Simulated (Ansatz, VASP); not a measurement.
**TiInSi (TiInSi in the AlB2 type): VASP beside Ansatz**

One calculation is typed for both programs; each brings its own data sets. How far apart do they land? The cell is generated by rule, not measured, and may not be a known phase. The cell is taken from a series of runs on this material, whose earlier steps may have relaxed, scaled, displaced or heated it; both programs get it as it stands.

Program: Ansatz 0.2.0. Level of theory: plane waves, with VASP 6.6.1 beside it; single point at PBE. Results are calculated unless marked as measured.

The structure was built from a prototype and need not be the compound's stable phase.

## (1) The starting structure

It takes space group P-6m2 (No. 187, hexagonal). Conventional cell: a = 4.123 Å, b = 4.123 Å, c = 4.330 Å, α = 90.00°, β = 90.00°, γ = 120.00°. Nearest to Ti lie 6 Si at 3.22 Å and 6 In at 3.22 Å. Nearest to Si lie 3 In at 2.38 Å and 6 Ti at 3.22 Å. In has 3 Si at 2.38 Å and 6 Ti at 3.22 Å nearest. Farther neighbours are not listed.

## (2) VASP: single point, PBE

A single point gives forces, pressure and levels at one fixed geometry, so differences don't come from the geometry; what else differs is listed under the comparison.

Lines of VASP's logs that name or quote its potential files are left out, and so is its time.

File INCAR:

```
SYSTEM = TiInSi
PREC = Accurate
ENCUT = 500
EDIFF = 1E-06
NELM = 120
ISMEAR = 0
SIGMA = 0.1
LREAL = .FALSE.
ALGO = Normal
GGA = PE
NBANDS = 20
LASPH = .TRUE.
LORBIT = 11
LWAVE = .FALSE.
LCHARG = .FALSE.
ISIF = 2
GGA_COMPAT = .FALSE.
```

File POSCAR:

```
TiInSi
1.0
    4.1234400000      0.0000000000      0.0000000000
   -2.0617200000      3.5710100000      0.0000000000
    0.0000000000      0.0000000000      4.3296200000
Ti Si In
1 1 1
Direct
    0.0000000000      0.0000000000      0.0000000000
    0.3333333333      0.6666666667      0.5000000000
    0.6666666667      0.3333333333      0.5000000000
```

File KPOINTS:

```
Automatic mesh
0
Gamma
6 6 4
0 0 0
```

Potentials, in the order of the species: Ti_sv, Si and In_d (PBE family, release 64).

The run is started by

```sh
mpirun -np 1 vasp_std
```

Numbers of over 12 decimals in the logs are rounded to 6 here.

The log of the run:

```text
[banner, memory and clock lines left out]
running    1 mpi-ranks, on    1 nodes
 distrk:  each k-point on    1 cores,    1 groups
 distr:  one band on    1 cores,    1 groups

 POSCAR found type information on POSCAR TiSiIn
 POSCAR found :  3 types and       3 ions
 LDA part: xc-table for (Slater+PW92), standard interpolation
 POSCAR, INCAR and KPOINTS ok, starting setup
 FFT: planning ... GRIDC
 FFT: planning ... GRID_SOFT
 FFT: planning ... GRID
 WAVECAR not read
 entering main loop
       N       E                     dE             d eps       ncg     rms          rms(c)
DAV:   1     0.242790042890E+03    0.24279E+03   -0.13715E+04   840   0.166E+03
DAV:   2     0.180903884585E+01   -0.24098E+03   -0.23631E+03   852   0.417E+02
DAV:   3    -0.162603902974E+02   -0.18069E+02   -0.17645E+02  1276   0.124E+02
DAV:   4    -0.170617963531E+02   -0.80141E+00   -0.78084E+00  1220   0.197E+01
DAV:   5    -0.170912255209E+02   -0.29429E-01   -0.29364E-01  1276   0.344E+00    0.123E+01
DAV:   6    -0.160954265205E+02    0.99580E+00   -0.41781E+01  1028   0.340E+01    0.120E+01
DAV:   7    -0.139626055088E+02    0.21328E+01   -0.13827E+01  1064   0.287E+01    0.453E+00
DAV:   8    -0.138492160022E+02    0.11339E+00   -0.91781E-01   964   0.713E+00    0.625E-01
DAV:   9    -0.138509130161E+02   -0.16970E-02   -0.59641E-02  1132   0.180E+00    0.679E-01
DAV:  10    -0.138510314904E+02   -0.11847E-03   -0.32960E-03  1232   0.477E-01    0.395E-01
DAV:  11    -0.138502897296E+02    0.74176E-03   -0.28732E-03  1276   0.399E-01    0.138E-01
DAV:  12    -0.138502388670E+02    0.50863E-04   -0.26640E-04  1096   0.136E-01    0.407E-02
DAV:  13    -0.138502401264E+02   -0.12595E-05   -0.40588E-05  1220   0.486E-02    0.516E-02
DAV:  14    -0.138502405402E+02   -0.41380E-06   -0.33882E-06   900   0.218E-02
   1 F= -.13850241E+02 E0= -.13842009E+02  d E =-.164627E-01
```

Parts of OUTCAR (step 2):

```text
ion  position               nearest neighbor table
   1  0.000  0.000  0.000-   3 3.22   3 3.22   3 3.22   3 3.22   3 3.22   3 3.22
   2  0.333  0.667  0.500-   3 2.38   3 2.38   3 2.38
   3  0.667  0.333  0.500-   2 2.38   2 2.38   2 2.38   1 3.22   1 3.22   1 3.22   1 3.22   1 3.22
                             1 3.22

  LATTYP: Found a hexagonal cell.
 ALAT       =     4.1234400000
 C/A-ratio  =     1.0500019401

 Subroutine GETGRP returns: Found 12 space group operations
 (whereof 12 operations were pure point group operations)

The static configuration has the point symmetry D_3h.

 Found     21 irreducible k-points:

   k-points           NKPTS =     21   k-points in BZ     NKDIM =     21   number of bands    NBANDS=     20

   dimension x,y,z NGX =    30 NGY =   30 NGZ =   32
   dimension x,y,z NGXF=    60 NGYF=   60 NGZF=   64

   ENCUT  =  500.0 eV  36.75 Ry    6.06 a.u.   7.52  7.52  7.89*2*pi/ulx,y,z

   NELECT =      29.0000    total number of electrons

 k-points in reciprocal lattice and weights: Automatic mesh
   0.00000000  0.00000000  0.00000000       0.007
   0.16666667 -0.00000000  0.00000000       0.042
   0.33333333 -0.00000000  0.00000000       0.042
   0.50000000 -0.00000000  0.00000000       0.021
   0.16666667  0.16666667  0.00000000       0.042
   0.33333333  0.16666667  0.00000000       0.083
   0.33333333  0.33333333  0.00000000       0.014
   0.00000000  0.00000000  0.25000000       0.014
   0.16666667 -0.00000000  0.25000000       0.083
[...]
0.33333333  0.16666667  0.50000000       0.083
   0.33333333  0.33333333  0.50000000       0.014

 average (electrostatic) potential at core
       1 -74.0020       2 -82.2628       3 -94.0243

 E-fermi :   7.9311

 k-point     1 :       0.0000    0.0000    0.0000
  band No.  band energies     occupation
    ...
     10      -3.3049      2.00000
     11       5.3845      2.00000
     12       6.1630      2.00000
     13       6.1630      2.00000
     14       6.6687      2.00000
     15       8.1270      0.00560
     16       8.1270      0.00559
     17       8.3569      0.00000
     18       9.2096      0.00000
     19       9.2096      0.00000
    ...

 k-point     2 :       0.1667   -0.0000    0.0000
  band No.  band energies     occupation
    ...
     10      -3.0027      2.00000
     11       4.4591      2.00000
     12       5.4816      2.00000
     13       5.8399      2.00000
     14       6.7623      2.00000
     15       8.0917      0.02309
     16       8.2252      0.00003
     17       8.3864      0.00000
     18       8.6160      0.00000
     19       9.0575      0.00000
    ...

 k-point     3 :       0.3333   -0.0000    0.0000
  band No.  band energies     occupation
    ...
     10      -2.1003      2.00000
     11       1.9808      2.00000
     12       5.2263      2.00000
     13       5.7282      2.00000
     14       6.5732      2.00000
     15       8.0235      0.19126
     16       8.2971      0.00000
     17       8.4690      0.00000
     18       8.9461      0.00000
     19       9.1251      0.00000
    ...

  Total        3.3295248      3.3295364     -6.2465272      0.0000000      0.0000000      0.0000000
  in kB       83.6743420     83.6746330   -156.9815783      0.0000000      0.0000000      0.0000000
  external PRESSURE =       3.4557989 kB  Pullay stress =       0.0000000 kB

  energy-cutoff  :      500.00
  volume of cell :       63.75
      direct lattice vectors                 reciprocal lattice vectors
     4.123440000  0.000000000  0.000000000     0.242515958  0.140016410  0.000000000
    -2.061720000  3.571010000  0.000000000     0.000000000  0.280032820  0.000000000
     0.000000000  0.000000000  4.329620000     0.000000000  0.000000000  0.230967152

 POSITION                                       TOTAL-FORCE (eV/Angst)
 -----------------------------------------------------------------------------------
      0.00000      0.00000      0.00000         0.000000      0.000000      0.000000
     -0.00000      2.38067      2.16481        -0.000000      0.000000      0.000000
      2.06172      1.19034      2.16481         0.000000     -0.000000      0.000000
 -----------------------------------------------------------------------------------
    total drift:                                0.000001     -0.000087      0.000000

  FREE ENERGIE OF THE ION-ELECTRON SYSTEM (eV)
  ---------------------------------------------------
  free  energy   TOTEN  =       -13.8502405402 eV

  energy  without entropy=      -13.8337778449  energy(sigma->0) =      -13.84200919

 total charge
# of ion       s       p       d       tot
------------------------------------------
    1        2.101   6.008   1.910  10.019
    2        0.761   0.915   0.000   1.675
    3        0.878   1.044   9.887  11.809
--------------------------------------------------
tot          3.740   7.966  11.797  23.503

[... 3 further parts left out ...]
```

The run ends at a pressure of 0.35 GPa.

## (3) Ansatz: single point, PBE

Ansatz runs on its PAW soft_1 files.

The same cell, functional, mesh and smearing now go to Ansatz, which takes its cutoff from its data sets.

File input.yaml:

```yaml
crystal:
  lattice:
    - [4.12344, 0.0, 0.0]
    - [-2.06172, 3.57101, 0.0]
    - [0.0, 0.0, 4.32962]
  atoms:
    - { symbol: Ti, position: [0.0, 0.0, 0.0] }
    - { symbol: Si, position: [0.33333333, 0.66666667, 0.5] }
    - { symbol: In, position: [0.66666667, 0.33333333, 0.5] }
kpoints:
  mp_grid: { grid: [6, 6, 4] }
hamiltonian:
  xc: pbe
  pseudopotentials: { kind: paw, azcp: { folder: soft_1 } }
scf:
  occupations: { method: gaussian, width: 0.1 }
output:
  forces: true
  stress: true
  eigenvalues: true
```

The run is started by

```sh
ansatz run input.yaml --threads 4 --pin off --max-ram 12288MiB --backend cpu --events-out ev --progress --plain --runs-dir out
```

The log of the run:

```text
Engine: ansatz 0.2.0, aarch64-unknown-linux-gnu
Pseudopotentials: kind: paw
Pseudopotential: Ti, paw, valence charge 12, recommended cutoff 420 eV (normal), soft_1/Ti.paw.azcp
Pseudopotential: Si, paw, valence charge 4, recommended cutoff 420 eV (normal), soft_1/Si.paw.azcp
Pseudopotential: In, paw, valence charge 13, recommended cutoff 420 eV (normal), soft_1/In.paw.azcp
Functional definition: PBE
  parameter kappa = 0.804
  parameter beta = 0.066725
  exchange = pbe_x(kappa = kappa, mu = beta*pi^2/3)
  correlation = pbe_c(beta = beta)
Crystal: 3 atoms, lattice volume = 63.753 Å³
Basis set: ecut = 420 eV, 1203 PW (Γ), exchange–correlation on 60×60×60 points (8 copies of the dense FFT grid, shifted against one another)
Bands: 19, of which v1, the nominal top of the filled ones, is band 15 counted from 1 (14 counted from 0)
Symmetry: 12 space group operations
Space group: P-6m2 (ITA 187), of the structure as read, at distance tolerance 4.0e-5 Å
k-points: 21 of 144 (time reversal used)
Non-local potential: Ti, projectors of the file, l = 0: 3, l = 1: 2, l = 2: 3, l = 3: 1
Non-local potential: Si, projectors of the file, l = 0: 2, l = 1: 2, l = 2: 1
Non-local potential: In, projectors of the file, l = 0: 2, l = 1: 2, l = 2: 2, l = 3: 1
PAW form: soft (Blöchl's): semilocal exchange-correlation on the pseudo side does not see the compensation charge
PAW one-centre angular grid: Ti, 590 points (default); XC on 64 Gauss nodes
PAW one-centre angular grid: Si, 110 points (default); XC on 64 Gauss nodes
PAW one-centre angular grid: In, 590 points (default); XC on 64 Gauss nodes
Initial density: superposition of atomic densities (chi_scale 0.1, normalization cell, long waves kept (reshape's long-wave potential 0.00 eV rms))
Initial wavefunctions: pseudopotential atomic-orbital guess
Functional: x = pbe(κ = 0.804, μ = 0.219515), c = pbe(β = 0.066725)
SCF iter   1: F=—  HF=-8731.621643 eV  |F-HF|=—  |Δ(HF+E_count)|=         —  Δρ=2.98e-2  dr2=6.90e-1  ethr=3.10e-3  ⟨swp⟩=6.0  Hψ=1964  notcnv=0
preconditioner: auto → Kerker (q_TF=auto, 2.393 Å⁻¹)  [metal: Δε(μ)=0.045 eV  Ē_g=9.582 eV  σ=0.100 eV  W_gap=0.24  n_scr=20 (ndim 8)  ℏωp=21.3 eV  f_vac=0.000  D(μ)=3.82/eV (n_scr^D=28)]
SCF iter   2: F=—  HF=-8731.436261 eV  |F-HF|=—  |Δ(HF+E_count)|=   1.85e-1  Δρ=1.71e-2  dr2=1.71e-1  ethr=2.38e-3  ⟨swp⟩=2.1  Hψ=858  notcnv=0
SCF iter   3: F=—  HF=-8731.417420 eV  |F-HF|=—  |Δ(HF+E_count)|=   1.88e-2  Δρ=5.42e-3  dr2=1.73e-2  ethr=5.91e-4  ⟨swp⟩=2.4  Hψ=663  notcnv=0
SCF iter   4: F=—  HF=-8731.415699 eV  |F-HF|=—  |Δ(HF+E_count)|=   1.72e-3  Δρ=6.49e-4  dr2=2.40e-4  ethr=5.96e-5  ⟨swp⟩=2.1  Hψ=559  notcnv=0
SCF iter   5: F=—  HF=-8731.415751 eV  |F-HF|=—  |Δ(HF+E_count)|=   5.16e-5  Δρ=1.64e-4  dr2=1.31e-5  ethr=8.28e-7  ⟨swp⟩=2.1  Hψ=558  notcnv=0
SCF iter   6: F=—  HF=-8731.415757 eV  |F-HF|=—  |Δ(HF+E_count)|=   6.33e-6  Δρ=6.62e-5  dr2=2.10e-6  ethr=4.52e-8  ⟨swp⟩=2.3  Hψ=680  notcnv=0
SCF iter   7: F=—  HF=-8731.415757 eV  |F-HF|=—  |Δ(HF+E_count)|=   3.02e-7  Δρ=1.48e-5  dr2=1.96e-7  ethr=7.23e-9  ⟨swp⟩=2.0  Hψ=574  notcnv=0
SCF iter   8: F=-8731.415757 eV  HF=-8731.415757 eV  |F-HF|=1.97e-9  |Δ(HF+E_count)|=   1.33e-8  Δρ=4.51e-6  dr2=1.70e-8  ethr=3.45e-10  ⟨swp⟩=4.8  Hψ=1529  notcnv=0
SCF 1 converged in 8 iterations: F = -8731.415757 eV  dr2 = 1.70e-8
  greatest PAW one-centre occupation: 0.999 electrons in one spin orbital (limit 2), on the Ti atom at site 0 (counted from 0), in its partial waves of l = 0
SCF converged after 8 iterations
Free energy (F): -8731.415757 eV
Harris-Foulkes:  -8731.415757 eV  (|F-HF|=1.97e-9)
Internal energy: -8731.399348 eV  (E = F + TS)
E sigma→0 (E₀):  -8731.407553 eV
Entropy (-TS):   -0.016409 eV (-5.470 meV/atom)
Fermi energy:    10.518668 eV
--- Per-component energies (eV) ---
  E_band       = -214.587486
  E_kinetic    = 539.359935
  E_local      = -2219.280648  (includes V_loc(G=0)·N_el)
  E_nonlocal   = 411.535647
  E_hartree    = 893.712193
  E_xc         = -314.431197
  E_vxc        = -281.187730  (∫ρ·V_xc dr)
  E_paw        = -5763.115525  (= ΣΔE_a)
  E_vpaw       = -452.439796  (= ΣTr[D̂ρ^β])
  E_aug_tail   = 0.000106  (compensation charges beyond the density's cutoff)
  E_ewald      = -2279.179858
  E_smearing   = -0.016409  (= −TS)
  E_closure    = -0.000000  (closes the sum)
  Σ components = -8731.415757   (vs F -8731.415757, Δ=0.00e0)
--- Forces (eV/Å), atoms counted from 1 ---
  atom   1  Ti     0.00000000    -0.00000000     0.00000000
  atom   2  Si     0.00000000    -0.00000000     0.00000000
  atom   3  In    -0.00000000     0.00000000     0.00000000
  max |Σ_I F_I| component: 1.85e-17 eV/Å
--- Stress (GPa, compression-positive) ---
        8.521105       0.000000       0.000000
        0.000000       8.521105       0.000000
        0.000000       0.000000     -15.683706
  P = ⅓ Tr σ = 0.4528 GPa (4.528 kbar)
--- Band table (eV; the first three rows and the last of 21) ---
  k-point 0: bands = [... 11 lower, 8.7491, 8.7491, 9.2551, 10.7151, 10.7151, 10.9396, 11.7976, 11.7976]
  k-point 1: bands = [... 11 lower, 9.1053, 9.1053, 10.2402, 10.2402, 10.2592, 11.3093, 11.3093, 11.6474]
  k-point 2: bands = [... 11 lower, 9.7865, 9.7865, 10.0232, 10.0232, 10.3596, 10.3596, 10.7486, 12.1879]
  k-point 20: bands = [... 11 lower, 5.6957, 7.7208, 8.2081, 10.9040, 11.1867, 11.2597, 11.4937, 11.6714]
```

The run ends at a pressure of 0.45 GPa.

## (4) Comparison

Known differences besides the potentials themselves: the cutoff is 420 eV in Ansatz and 500 eV in VASP. Total energies have different zeros and are not compared.

Both answers:

```csv
quantity,Ansatz,VASP,difference
pressure (GPa),0.45,0.35,+0.11
```

## (5) Results

```
difference in pressure (single point, PBE) : 0.11 GPa
```

The difference in pressure is 0.11 GPa (single point, PBE), within the 1 GPa picked in this series as the mark of a large difference. How closely two codes agree says nothing of how well the functional describes the real material.

[Lines on the potential files, build, host, timing and source positions are cut from VASP's logs without a mark.]

[Logs are printed without paths, hosts, clocks, repeated set-up lines and the standing remarks that a program may print on its own settings, such as how far it seeks lower states.]

[Hosts, paths, dates, database ids (printed as entryN), source tags and the programs' standing remarks are cut or masked in the printed files.]
